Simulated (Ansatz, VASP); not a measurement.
## Na in two plane-wave programs

One calculation is typed for both programs; each brings its own data sets. How far apart do they land? The two relaxations start from unlike cells of this crystal (the structure described is Ansatz's start), so only their ends are compared.

Main program and level: Ansatz 0.2.0; plane waves, with VASP 6.6.1 beside it; relaxation of cell and atoms at PBE with D3(BJ).

## Step 1: The structure

The structure is cubic, space group Im-3m (No. 229). Conventional cell: a = 4.230 Å, b = 4.230 Å, c = 4.230 Å, α = 90.00°, β = 90.00°, γ = 90.00°. Na has 8 Na at 3.66 Å nearest.

## Step 2: VASP: relaxation of cell and atoms, PBE with D3(BJ)

The relaxed volume is the usual yardstick between codes: in a stiff, nearly cubic crystal its relative difference is about their pressure difference at one cell divided by the bulk modulus.

Lines of VASP's logs that name or quote its potential files are left out, and so is its time.

Contents of INCAR:

```
SYSTEM = Na
PREC = Accurate
ENCUT = 500
EDIFF = 1E-07
NELM = 120
ISMEAR = 1
SIGMA = 0.1
LREAL = .FALSE.
ALGO = Normal
GGA = PE
IVDW = 12
NBANDS = 9
LORBIT = 11
LWAVE = .FALSE.
LCHARG = .FALSE.
ISIF = 3
IBRION = 2
NSW = 80
EDIFFG = -0.005
LASPH = .TRUE.
GGA_COMPAT = .FALSE.
NELMIN = 4
```

Contents of POSCAR:

```
Na
1.0
   -2.0390060227      2.0390060227      2.0390060227
    2.0390060227     -2.0390060227      2.0390060227
    2.0390060227      2.0390060227     -2.0390060227
Na
1
Direct
    0.0000000000      0.0000000000      0.0000000000
```

Contents of KPOINTS:

```
Automatic mesh
0
Gamma
16 16 16
0 0 0
```

The projector-augmented-wave data sets are Na_pv (PBE family, release 64).

On the command line:

```sh
> mpirun -np 1 vasp_std
```

Numbers of over 12 decimals in the logs are rounded to 6 here.

The log of the run:

```text
[banner, memory and clock lines left out]
running    1 mpi-ranks, on    1 nodes
 distrk:  each k-point on    1 cores,    1 groups
 distr:  one band on    1 cores,    1 groups

 POSCAR found type information on POSCAR Na
 POSCAR found :  1 types and       1 ions
 LDA part: xc-table for (Slater+PW92), standard interpolation
 POSCAR, INCAR and KPOINTS ok, starting setup
 FFT: planning ... GRIDC
 FFT: planning ... GRID_SOFT
 FFT: planning ... GRID
 WAVECAR not read
 entering main loop
       N       E                     dE             d eps       ncg     rms          rms(c)
DAV:   1     0.213351617243E+02    0.21335E+02   -0.38737E+03  2612   0.649E+02
DAV:   2    -0.914387545592E+00   -0.22250E+02   -0.22195E+02  2698   0.130E+02
DAV:   3    -0.130303942112E+01   -0.38865E+00   -0.38853E+00  3326   0.210E+01
DAV:   4    -0.130545138162E+01   -0.24120E-02   -0.24119E-02  3144   0.153E+00
DAV:   5    -0.130548390473E+01   -0.32523E-04   -0.32523E-04  3191   0.165E-01    0.213E-01
DAV:   6    -0.130486523365E+01    0.61867E-03   -0.52797E-04  3073   0.296E-01    0.141E-01
DAV:   7    -0.130444634285E+01    0.41889E-03   -0.10433E-03  2853   0.353E-01    0.166E-02
DAV:   8    -0.130444064511E+01    0.56977E-05   -0.45096E-05  3186   0.121E-01    0.214E-03
DAV:   9    -0.130444068174E+01   -0.36630E-07   -0.20732E-07  3097   0.469E-03
   1 F= -.14724478E+01 E0= -.14723577E+01  d E =-.147245E+01
 curvature:   0.00 expect dE= 0.000E+00 dE for cont linesearch  0.000E+00
 trial: gam= 0.00000 g(F)=  0.880E-62 g(S)=  0.111E-04 ort = 0.000E+00 (trialstep = 0.100E+01)
 search vector abs. value=  0.111E-04
 bond charge predicted
       N       E                     dE             d eps       ncg     rms          rms(c)
DAV:   1    -0.130429783457E+01    0.14281E-03   -0.19447E-03  2781   0.798E-01    0.546E-02
DAV:   2    -0.130425134947E+01    0.46485E-04   -0.53776E-05  2770   0.128E-01    0.275E-02
DAV:   3    -0.130423605227E+01    0.15297E-04   -0.25619E-05  2776   0.854E-02    0.275E-03
DAV:   4    -0.130423510839E+01    0.94388E-06   -0.95815E-07  2787   0.183E-02    0.239E-04
DAV:   5    -0.130423510983E+01   -0.14398E-08   -0.32172E-09  1350   0.985E-04
   2 F= -.14724485E+01 E0= -.14723583E+01  d E =-.689060E-06
 trial-energy change:   -0.000001  1 .order   -0.000004   -0.000011    0.000003
 step:   0.4302(harm=  0.8040)  dis= 0.00000  next Energy=    -1.472450 (dE=-0.211E-05)
 reached required accuracy - stopping structural energy minimisation
```

OUTCAR, selected parts (step 2):

```text
ion  position               nearest neighbor table
   1  0.000  0.000  0.000-

  LATTYP: Found a body centered cubic cell.
 ALAT       =     4.0780120454

 Subroutine GETGRP returns: Found 48 space group operations
 (whereof 48 operations were pure point group operations)

The static configuration has the point symmetry O_h .

 Found    145 irreducible k-points:

   k-points           NKPTS =    145   k-points in BZ     NKDIM =    145   number of bands    NBANDS=      9

   dimension x,y,z NGX =    28 NGY =   28 NGZ =   28
   dimension x,y,z NGXF=    56 NGYF=   56 NGZF=   56

   ENCUT  =  500.0 eV  36.75 Ry    6.06 a.u.   6.44  6.44  6.44*2*pi/ulx,y,z

   NELECT =       7.0000    total number of electrons

 k-points in reciprocal lattice and weights: Automatic mesh
   0.00000000  0.00000000  0.00000000       0.000
   0.06250000  0.00000000  0.00000000       0.003
   0.12500000  0.00000000  0.00000000       0.003
   0.18750000  0.00000000  0.00000000       0.003
   0.25000000  0.00000000  0.00000000       0.003
   0.31250000  0.00000000  0.00000000       0.003
   0.37500000  0.00000000  0.00000000       0.003
   0.43750000  0.00000000  0.00000000       0.003
   0.50000000  0.00000000  0.00000000       0.001
[...]
0.50000000  0.50000000  0.43750000       0.003
   0.50000000  0.50000000  0.50000000       0.000

 Edisp (eV)   -0.16801

 average (electrostatic) potential at core
       1 -50.0528

 E-fermi :   0.6015

 k-point     1 :       0.0000    0.0000    0.0000
  band No.  band energies     occupation
      1     -24.2345      2.00000
      2     -24.2345      2.00000
      3     -24.2345      2.00000
      4      -2.8715      2.00000
      5      12.9345      0.00000
      6      12.9345      0.00000
      7      12.9345      0.00000
      8      13.9881      0.00000
      9      13.9881      0.00000

 k-point     2 :       0.0625    0.0000    0.0000
  band No.  band energies     occupation
      1     -24.2364      2.00000
      2     -24.2352      2.00000
      3     -24.2345      2.00000
      4      -2.7981      2.00000
      5      11.9375      0.00000
      6      12.4312      0.00000
      7      12.6802      0.00000
      8      13.3647      0.00000
      9      13.4819      0.00000

 k-point     3 :       0.1250    0.0000    0.0000
  band No.  band energies     occupation
      1     -24.2418      2.00000
      2     -24.2369      2.00000
      3     -24.2345      2.00000
      4      -2.5784      2.00000
      5      10.2253      0.00000
      6      11.6361      0.00000
      7      12.1738      0.00000
      8      12.5950      0.00000
      9      13.2746      0.00000

 Edisp (eV)   -0.16821

  Total       0.00214     0.00214     0.00214    -0.00000    -0.00000     0.00000
  in kB       0.10106     0.10106     0.10106    -0.00000    -0.00000     0.00000
  external pressure =        0.10 kB  Pullay stress =        0.00 kB

  energy-cutoff  :      500.00
  volume of cell :       33.87
      direct lattice vectors                 reciprocal lattice vectors
    -2.038143852  2.038143852  2.038143852     0.000000000  0.245321251  0.245321251
     2.038143852 -2.038143852  2.038143852     0.245321251  0.000000000  0.245321251
     2.038143852  2.038143852 -2.038143852     0.245321251  0.245321251  0.000000000

 POSITION                                       TOTAL-FORCE (eV/Angst)
 -----------------------------------------------------------------------------------
      2.03814      2.03814     -2.03814         0.000000     -0.000000      0.000000
 -----------------------------------------------------------------------------------
    total drift:                                0.000000      0.000000     -0.000000

  FREE ENERGIE OF THE ION-ELECTRON SYSTEM (eV)
  ---------------------------------------------------
  free  energy   TOTEN  =        -1.4724485067 eV

  energy  without entropy=       -1.4721777610  energy(sigma->0) =       -1.47235826

 reached required accuracy - stopping structural energy minimisation

 total charge
# of ion       s       p       d       tot
------------------------------------------
    1        0.104   5.967   0.000   6.071

[... 3 further parts left out ...]
```

Dispersion corrections of this kind ignore metallic screening and tend to overbind metals.

## Step 3: Ansatz: relaxation of cell and atoms, PBE with D3(BJ)

Ansatz runs on its default PAW (the set named soft_2) files.

Its own start cell and the same functional, mesh and smearing now go to Ansatz, which takes its cutoff from its data sets.

Contents of input.yaml:

```yaml
crystal:
  lattice:
    - [-2.115, 2.115, 2.115]
    - [2.115, -2.115, 2.115]
    - [2.115, 2.115, -2.115]
  atoms:
    - { symbol: Na, position: [0.0, 0.0, 0.0] }
hamiltonian:
  xc: pbe
  dispersion: d3bj
kpoints:
  mp_grid: { grid: [16, 16, 16] }
scf:
  occupations: { method: methfessel_paxton, width: 0.1 }
  convergence: { dr2_threshold: 1.0e-09 }
relax:
  cell: {}
  f_tol: 0.005
```

On the command line:

```sh
> ansatz run input.yaml --threads 2 --pin off --max-ram 4096MiB --backend cpu --events-out ev --progress --plain --runs-dir out
```

The log of the run:

```text
Warning: relax.cell: scf.convergence.dr2_threshold = 1e-9 eV is looser than the 1e-10 eV advised for a relaxation that steers and ends on the stress (1e-10 eV for each atom of the cell: 1). What an SCF threshold leaves in a stress goes as its square root, and in the free energy as the threshold itself, and one threshold admits the most on a small cell: [figures from the program's tests cut] Set scf.convergence.dr2_threshold to 1e-10 eV or tighter. The threshold is an SCF's pass mark: one that does not reach it within its budget of iterations ends unconverged, or closes short of it on a stop that the run arms, and scf.convergence.dr2_threshold's page says what that costs each kind of run
Engine: ansatz 0.2.0, aarch64-unknown-linux-gnu
Pseudopotentials: kind: paw
Pseudopotential: Na, paw, valence charge 9, recommended cutoff 420 eV (normal), Na.paw.azcp
Functional definition: PBE
  parameter kappa = 0.804
  parameter beta = 0.066725
  exchange = pbe_x(kappa = kappa, mu = beta*pi^2/3)
  correlation = pbe_c(beta = beta)
Crystal: 1 atoms, lattice volume = 37.843 Å³
Basis set: ecut = 420 eV, 683 PW (Γ), exchange–correlation on 50×50×50 points (8 copies of the dense FFT grid, shifted against one another)
Bands: 9, of which v1, the nominal top of the filled ones, is band 5 counted from 1 (4 counted from 0)
Symmetry: 48 space group operations
Space group: Im-3m (ITA 229), of the structure as read, at distance tolerance 3.4e-5 Å
k-points: 145 of 4096
Non-local potential: Na, projectors of the file, l = 0: 3, l = 1: 2, l = 2: 1
PAW form: soft (Blöchl's): semilocal exchange-correlation on the pseudo side does not see the compensation charge
PAW one-centre angular grid: Na, 110 points (default); XC on 64 Gauss nodes
Initial density: superposition of atomic densities (neutral atoms: chi_scale 0, normalization atom), corrected by the library's trained network
Initial wavefunctions: pseudopotential atomic-orbital guess
Functional: x = pbe(κ = 0.804, μ = 0.219515), c = pbe(β = 0.066725)
SCF iter   1: F=—  HF=-1486.567375 eV  |F-HF|=—  |Δ(HF+E_count)|=         —  Δρ=4.72e-4  dr2=4.14e-5  ethr=1.77e-3  ⟨swp⟩=4.9  Hψ=8344  notcnv=0
preconditioner: auto → Kerker (q_TF=auto, 2.148 Å⁻¹)  [metal: Δε(μ)=0.060 eV  Ē_g=7.752 eV  σ=0.100 eV  W_gap=0.44  n_scr=12 (ndim 8)  ℏωp=6.0 eV  f_vac=0.000  D(μ)=0.53/eV (n_scr^D=0)]
SCF iter   2: F=—  HF=-1486.567247 eV  |F-HF|=—  |Δ(HF+E_count)|=   1.28e-4  S|Δr|=    0.00e0  Δρ=1.47e-4  dr2=5.80e-6  ethr=4.60e-7  ⟨swp⟩=2.2  Hψ=3155  notcnv=0
SCF iter   3: F=—  HF=-1486.567267 eV  |F-HF|=—  |Δ(HF+E_count)|=   1.93e-5  S|Δr|=    0.00e0  Δρ=8.02e-5  dr2=2.39e-6  ethr=6.45e-8  ⟨swp⟩=2.4  Hψ=1756  notcnv=0
SCF iter   4: F=—  HF=-1486.567272 eV  |F-HF|=—  |Δ(HF+E_count)|=   5.76e-6  S|Δr|=    0.00e0  Δρ=2.82e-5  dr2=2.87e-7  ethr=2.66e-8  ⟨swp⟩=2.5  Hψ=1907  notcnv=0
SCF iter   5: F=—  HF=-1486.567272 eV  |F-HF|=—  |Δ(HF+E_count)|=   1.84e-7  S|Δr|=    0.00e0  Δρ=9.57e-6  dr2=1.81e-8  ethr=3.19e-9  ⟨swp⟩=2.0  Hψ=1753  notcnv=0
SCF iter   6: F=-1486.567272 eV  HF=-1486.567272 eV  |F-HF|=6.27e-10  |Δ(HF+E_count)|=   8.93e-9  S|Δr|=    0.00e0  Δρ=1.99e-6  dr2=8.46e-10  ethr=1.11e-11  ⟨swp⟩=2.9  Hψ=4724  notcnv=0
SCF 1 converged in 6 iterations: F = -1486.567272 eV  dr2 = 8.46e-10
  greatest PAW one-centre occupation: 0.999 electrons in one spin orbital (limit 2), on the Na atom at site 0 (counted from 0), in its partial waves of l = 0
relax step   1: F+E_penalty+E_count = -1486.56727223 eV  Δ(F+E_penalty+E_count) = +0.000e0 eV  max|allowed force component| = 0.000e0 eV/Å  Δτ_max = 0.0000 Å  P = -0.796 GPa  Ω = 37.843 Å³  (6 SCF iters, accepted)
[...]
relax step   2: F+E_penalty+E_count = -1486.57060245 eV  Δ(F+E_penalty+E_count) = -3.330e-3 eV  max|allowed force component| = 0.000e0 eV/Å  Δτ_max = 0.0000 Å  P = -0.679 GPa  Ω = 37.122 Å³  energy of the carried Pulay correction = +7.746e-6 eV  (5 SCF iters, accepted)
[...]
relax step   3: F+E_penalty+E_count = -1486.57769505 eV  Δ(F+E_penalty+E_count) = -7.093e-3 eV  max|allowed force component| = 0.000e0 eV/Å  Δτ_max = 0.0000 Å  P = +0.137 GPa  Ω = 33.422 Å³  energy of the carried Pulay correction = +4.997e-5 eV  (6 SCF iters, accepted)
[...]
relax step   4: F+E_penalty+E_count = -1486.57790074 eV  Δ(F+E_penalty+E_count) = -2.057e-4 eV  max|allowed force component| = 0.000e0 eV/Å  Δτ_max = 0.0000 Å  P = +0.012 GPa  Ω = 33.879 Å³  energy of the carried Pulay correction = +4.451e-5 eV  (5 SCF iters, accepted)
[...]
relax step   5: F+E_penalty+E_count = -1486.57777223 eV  Δ(F+E_penalty+E_count) = +1.285e-4 eV  max|allowed force component| = 0.000e0 eV/Å  Δτ_max = 0.0000 Å  P = +0.019 GPa  Ω = 33.879 Å³  stress off target by 1.86e-2 GPa  SCF on the basis re-selected at this cell (its energy is not comparable with the rows above)  (4 SCF iters)
basis re-selected at this cell: Δ(F+E_penalty+E_count) = +1.285e-4 eV, ΔP = +0.006 GPa vs the last step (what re-selecting the basis moved, of the pressure what is left beyond the Pulay correction that the steps carried, after the strain that the cell walked since its last selection, with what the two solves' SCF thresholds leave and, on support functions, any second-order correction that the steps lacked; it is no measure of the basis error at this ecutwfc). The dense FFT grid was sized anew with the basis: this SCF ran on 24×24×24 points, the steps before it on 25×25×25, so part of this shift can come from that change (see relax.cell in the input reference). [rest of the remark cut]
SCF converged after 4 iterations
Stability not checked: this state was not tested for a lower state beside it, because cold or Methfessel-Paxton smearing, or corrected tetrahedra, fill the levels in a way that the test cannot read (fill_not_monotonic; see scf.lower_state_search)
Free energy (F): -1486.577772 eV
Harris-Foulkes:  -1486.577772 eV  (|F-HF|=1.93e-11)
Internal energy: -1486.577502 eV  (E = F + TS)
E sigma→0 (E₀):  -1486.577705 eV
Entropy (-TS):   -0.000271 eV (-0.271 meV/atom)
Fermi energy:    2.142812 eV
--- Per-component energies (eV) ---
  E_band       = -237.079188
  E_kinetic    = 120.378737
  E_local      = -1416.165512  (includes V_loc(G=0)·N_el)
  E_nonlocal   = 115.175463
  E_hartree    = 516.441593
  E_xc         = -38.492604
  E_vxc        = -49.462841  (∫ρ·V_xc dr)
  E_paw        = -263.157923  (= ΣΔE_a)
  E_vpaw       = -39.888478  (= ΣTr[D̂ρ^β])
  E_aug_tail   = -0.000031  (compensation charges beyond the density's cutoff)
  E_ewald      = -520.589022
  E_disp       = -0.168203  (pairwise vdW)
  E_smearing   = -0.000271  (= −TS)
  E_closure    = -0.000000  (closes the sum)
  Σ components = -1486.577772   (vs F -1486.577772, Δ=0.00e0)
--- Forces (eV/Å), atoms counted from 1 ---
  atom   1  Na     0.00000000    -0.00000000     0.00000000
  max |Σ_I F_I| component: 1.45e-30 eV/Å
--- Stress (GPa, compression-positive) ---
        0.018577      -0.000000       0.000000
        0.000000       0.018577       0.000000
        0.000000       0.000000       0.018577
  P = ⅓ Tr σ = 0.0186 GPa (0.186 kbar)
--- Relaxed structure (4 steps of the walk, 4 accepted, 1 SCFs on fresh bases) ---
  F+E_penalty+E_count = -1486.57777223 eV   max|allowed force component| = 0.000e0 eV/Å   (the final SCF, on the basis selected at the relaxed cell)
  cell:  # Å, volume = 33.8794 Å³
    - [-2.038411, 2.038411, 2.038411]
    - [2.038411, -2.038411, 2.038411]
    - [2.038411, 2.038411, -2.038411]
  atoms:
    - { symbol: Na, position: [0.0, 0.0, 0.0] }
```

Reading the cycles: dr2 is the Hartree energy of the density residual (eV), the measure of convergence; HF is the Harris–Foulkes estimate of the energy, which meets the free energy F at convergence.

## Step 4: Differences

Known differences besides the potentials themselves: the data sets hold 9 valence electrons in Ansatz (on its default PAW (the set named soft_2) files) and 7 in VASP; the cutoff is 420 eV in Ansatz and 500 eV in VASP; Ansatz adds a Pulay correction to the stress that steers its cell, VASP none. Total energies have different zeros and are not compared.

The two programs side by side:

| quantity | Ansatz | VASP | difference |
| --- | --- | --- | --- |
| volume (Å³) | 33.88 | 33.87 | +0.04 % |
| edge a after relaxation, in the typed setting (Å) | 3.531 | 3.530 | +0.01 % |

## Step 5: What came out

```json
{"difference in volume (relaxation of cell and atoms, PBE with D3(BJ))": "0.039 %"}
```

What this shows: The difference in volume is 0.039 % (relaxation of cell and atoms, PBE with D3(BJ)), within the 1.2 % picked in this series as the mark of a large difference, as far as the stopping tolerances let one tell. The data sets hold unlike numbers of valence electrons (9 in Ansatz and 7 in VASP), so part of the differences comes from the potentials. How closely two codes agree says nothing of how well the functional describes the real material.

[Lines on the potential files, build, host, timing and source positions are cut from VASP's logs without a mark.]

[Logs are printed without paths, hosts, clocks, repeated set-up lines and the standing remarks that a program may print on its own settings, such as how far it seeks lower states.]

[Hosts, paths, dates, database ids (printed as entryN), source tags and the programs' standing remarks are cut or masked in the printed files.]
